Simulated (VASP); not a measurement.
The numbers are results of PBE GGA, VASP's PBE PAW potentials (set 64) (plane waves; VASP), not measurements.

VASP input:

### KPOINTS
```
Automatic mesh
0
Gamma
15 15 8
0 0 0
```

**POSCAR**
```
Co
1.0
  1.2801000000  -2.2171980000   0.0000000000
  1.2801000000   2.2171980000   0.0000000000
  0.0000000000   0.0000000000   4.1514000000
Co
2
Cartesian
  1.2801000000   0.7390674781   1.0378500000
  1.2801000000  -0.7390674781   3.1135500000
```

INCAR:
```
! general
SYSTEM   =  Co
PREC     =  Accurate
ENCUT    =  400
LREAL    =  F
LASPH    =  T   ! aspherical one-centre terms

! electronic loop
EDIFF    =  1E-6
NELM     =  100
ALGO     =  Normal   ! blocked Davidson
IMIX     =  1
AMIX     =  0.6
BMIX     =  0.0001
LMAXMIX  =  4

! smearing
ISMEAR   =  1
SIGMA    =  0.1   ! width (eV)

! functional
GGA      =  PE

! spin
ISPIN    =  2
MAGMOM   =  1.8 1.8

! ions
ISIF     =  2   ! forces and stress, cell fixed

! output
LWAVE    =  F
LCHARG   =  F
LORBIT   =  10
```

POTCAR, in this order: Co (PBE.64 set). Program: vasp_std.

Output

File OSZICAR:
```
       N       E                     dE             d eps       ncg     rms          rms(c)
DAV:   1     0.705493014912E+02    0.70549E+02   -0.70519E+03  8244   0.129E+03
DAV:   2    -0.142925747167E+02   -0.84842E+02   -0.78652E+02  8128   0.237E+02
DAV:   3    -0.160890186546E+02   -0.17964E+01   -0.17568E+01  9829   0.482E+01
DAV:   4    -0.161166311373E+02   -0.27612E-01   -0.27607E-01 11722   0.452E+00
DAV:   5    -0.161168073085E+02   -0.17617E-03   -0.17617E-03 10027   0.348E-01    0.139E+01
DAV:   6    -0.183541337786E+02   -0.22373E+01   -0.39845E+01  8443   0.125E+02    0.193E+01
DAV:   7    -0.221465919236E+02   -0.37925E+01   -0.10017E+02  8366   0.152E+02    0.286E+01
DAV:   8    -0.280626253708E+02   -0.59160E+01   -0.13471E+02  8177   0.234E+02    0.515E+01
DAV:   9    -0.384198582384E+02   -0.10357E+02   -0.33595E+02  8254   0.238E+02    0.792E+01
DAV:  10    -0.498891668832E+02   -0.11469E+02   -0.37419E+02  8100   0.400E+02    0.125E+02
DAV:  11    -0.618013828668E+02   -0.11912E+02   -0.78394E+02  8373   0.299E+02    0.177E+02
DAV:  12    -0.737317075390E+02   -0.11930E+02   -0.73951E+02  8100   0.548E+02    0.232E+02
DAV:  13    -0.523020880500E+02    0.21430E+02   -0.99772E+02  9178   0.300E+02    0.297E+02
DAV:  14    -0.808957151687E+02   -0.28594E+02   -0.95738E+02  8156   0.592E+02    0.400E+02
DAV:  15    -0.423170369917E+02    0.38579E+02   -0.10521E+03  9136   0.297E+02    0.543E+02
DAV:  16    -0.788365118438E+02   -0.36519E+02   -0.97403E+02  8142   0.600E+02    0.742E+02
DAV:  17     0.223414270787E+02    0.10118E+03   -0.81328E+02  9123   0.270E+02    0.101E+03
DAV:  18    -0.579017852277E+01   -0.28132E+02   -0.82525E+02  8268   0.561E+02    0.134E+03
DAV:  19     0.126007456331E+03    0.13180E+03   -0.94596E+02  8874   0.248E+02    0.179E+03
DAV:  20     0.122077610400E+03   -0.39298E+01   -0.96558E+02  8311   0.581E+02    0.241E+03
DAV:  21     0.279234682807E+03    0.15716E+03   -0.14034E+03  8642   0.269E+02    0.325E+03
DAV:  22     0.273008713637E+03   -0.62260E+01   -0.20095E+03  9160   0.709E+02    0.443E+03
DAV:  23     0.488842094977E+03    0.21583E+03   -0.16240E+03  8319   0.266E+02    0.609E+03
DAV:  24     0.182542830764E+03   -0.30630E+03   -0.16797E+03  9145   0.598E+02    0.840E+03
DAV:  25     0.427002262124E+03    0.24446E+03   -0.16467E+03  8511   0.303E+02    0.116E+04
DAV:  26     0.549672143050E+03    0.12267E+03   -0.15759E+03  8803   0.698E+02    0.162E+04
DAV:  27     0.810474714013E+03    0.26080E+03   -0.17292E+03  8802   0.317E+02    0.225E+04
DAV:  28     0.142291719288E+04    0.61244E+03   -0.13470E+03  9801   0.632E+02    0.314E+04
DAV:  29     0.197146092764E+04    0.54854E+03   -0.18581E+03  8525   0.355E+02    0.438E+04
```

**stdout**
```
...
DAV:  26     0.549672143050E+03    0.12267E+03   -0.15759E+03  8803   0.698E+02    0.162E+04
 WARNING: Sub-Space-Matrix is not hermitian in DAV            3
  8.270470853557934E-004
DAV:  27     0.810474714013E+03    0.26080E+03   -0.17292E+03  8802   0.317E+02    0.225E+04
 WARNING: Sub-Space-Matrix is not hermitian in DAV           11
  1.961969214347767E-004
 WARNING: Sub-Space-Matrix is not hermitian in DAV            5
 -1.810246736628716E-004
DAV:  28     0.142291719288E+04    0.61244E+03   -0.13470E+03  9801   0.632E+02    0.314E+04
 WARNING: Sub-Space-Matrix is not hermitian in DAV            1
 -6.543405964949972E-003
 WARNING: Sub-Space-Matrix is not hermitian in DAV            9
  9.716708766896963E-004
 WARNING: Sub-Space-Matrix is not hermitian in DAV           13
 -4.895248807559742E-004
 WARNING: Sub-Space-Matrix is not hermitian in DAV           17
  2.784462599662983E-003
 WARNING: Sub-Space-Matrix is not hermitian in DAV            5
  2.032684721784405E-003
 WARNING: Sub-Space-Matrix is not hermitian in DAV            7
  2.616381911409613E-004
 WARNING: Sub-Space-Matrix is not hermitian in DAV            2
  1.396371876370989E-003
DAV:  29     0.197146092764E+04    0.54854E+03   -0.18581E+03  8525   0.355E+02    0.438E+04

 -----------------------------------------------------------------------------
|                     _     ____    _    _    _____     _                     |
|                    | |   |  _ \  | |  | |  / ____|   | |                    |
|                    | |   | |_) | | |  | | | |  __    | |                    |
|                    |_|   |  _ <  | |  | | | | |_ |   |_|                    |
|                     _    | |_) | | |__| | | |__| |    _                     |
|                    (_)   |____/   \____/   \_____|   (_)                    |
|                                                                             |
|                                                                             |
|      internal error in RAD_INT: RHOPS /= RHOAE                              |
|                                                                             |
|     If you are not a developer, you should not encounter this problem.      |
|     Please submit a bug report.                                             |
|                                                                             |
 -----------------------------------------------------------------------------
```

VASP stops with an error: internal error in RAD_INT: RHOPS /= RHOAE If you are not a developer, you should not encounter this problem. Please submit a bug report.

The compound is Co in the hcp structure. The cell was not relaxed at this level. The run is one of a series of settings (AMIX = 0.6, BMIX = 0.0001, IMIX = 1 against the base run), some of them coarse on purpose.
